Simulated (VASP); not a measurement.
Consider the following.

```xyz
5
Lattice="5.8843 0.0000 0.0000 0.0000 5.8843 0.0000 0.0000 0.0000 5.8843" Properties=species:S:1:pos:R:3 pbc="T T T"
Cs     0.0000     0.0000     0.0000
Sn     2.9422     2.9422     2.9422
I      2.9422     0.0000     2.9422
I      0.0000     2.9422     2.9422
I      2.9422     2.9422     0.0000
```

Level of theory: PBE GGA, VASP's PBE PAW potentials (set 64) (plane waves; VASP). Run with 500 eV cut-off, 5×5×5 Γ-centred mesh, first-order Methfessel-Paxton smearing of 0.10 eV, potentials Cs_sv Sn_d I.

**Question.** The ions, cell shape and volume at an external pressure of 5.0 GPa are relaxed. Give the cell that the relaxation ends in.

**Answer.** 
```xyz
5
Lattice="5.8602 0.0000 0.0000 0.0000 5.8602 0.0000 0.0000 0.0000 5.8602" Properties=species:S:1:pos:R:3 pbc="T T T"
Cs     0.0000     0.0000     0.0000
Sn     2.9301     2.9301     2.9301
I      2.9301     0.0000     2.9301
I      0.0000     2.9301     2.9301
I      2.9301     2.9301     0.0000
```
Space group Pm-3m (221), at a tolerance of 0.03 Å.

**Question.** How do energy and volume change from the first to the last step?

**Answer.** The energy (σ→0) changes by +14.9 meV/atom and the volume by -1.2 %, in 3 ionic steps.

| step | E(σ→0) (eV) | max force (eV/Å) | pressure (GPa) | volume (Å³) |
|---|---|---|---|---|
| 1 | -13.5480 | 0.000 | 4.55 | 203.75 |
| 2 | -13.4471 | 0.000 | 5.15 | 200.41 |
| 3 | -13.4736 | 0.000 | 5.00 | 201.25 |

The compound is CsSnI3 in the cubic perovskite structure, the ideal cubic form; the compound distorts at low or room temperature. This run relaxes it under an external pressure of 5 GPa. Symmetry was kept, so distortions that lower it aren't found.
